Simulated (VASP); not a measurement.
Here is the system:

```yaml
crystal:
  lattice:
    - [0.00000, 3.04000, 3.04000]
    - [3.04000, 0.00000, 3.04000]
    - [3.04000, 3.04000, 0.00000]
  atoms:
    - { symbol: Sr, position: [0.00000, 0.00000, 0.00000] }
```

All values below come from PBE GGA, VASP's PBE PAW potentials (set 64) (plane waves; VASP). Run with 400 eV cut-off, 8×8×8 Γ-centred mesh, first-order Methfessel-Paxton smearing of 0.10 eV, potentials Sr_sv.

Q: Predict the energy per atom (σ→0), band gap (on the k-mesh) with the smallest direct gap where there is one.

A: 
```yaml
band gap (on the k-mesh): none (metal, semimetal or under 0.01 eV)
energy per atom (σ→0): -1.640 eV/atom
```

The compound is Sr in the fcc structure. The cell was not relaxed at this level.
